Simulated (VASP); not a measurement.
## Cu$_{3}$Sn (space group Fm-3m): computed properties

Computed with r2SCAN meta-GGA, VASP's PBE PAW potentials (set 64) (plane waves; VASP).

For Cu3Sn, the space group is Fm-3m (225) and the cell comes out as a = 6.081 Å, b = 6.081 Å, c = 6.081 Å, α = 90.00°, β = 90.00°, γ = 90.00°. The volume per atom comes out as 14.06 Å³/atom, the band gap (over mesh and band path) is none (metal, semimetal or under 0.01 eV) and the density is 9.14 g/cm³.

```
Cu3Sn
1.0
    0.00000     3.04066     3.04066
    3.04066     0.00000     3.04066
    3.04066     3.04066     0.00000
Cu Sn
3 1
Direct
  0.50000   0.50000   0.50000
  0.75000   0.75000   0.75000
  0.25000   0.25000   0.25000
  0.00000   0.00000   0.00000
```

Unless said otherwise, spin-orbit coupling is left out, though it shifts the bands of the heavy elements here.

The structure comes from a computed database's Cu3Sn entry (Fm-3m); how it stands against other phases isn't given here. It was relaxed first. Symmetry was kept, so distortions that lower it aren't found. The electron count is odd and the run is not spin-polarised, which forces a metal.
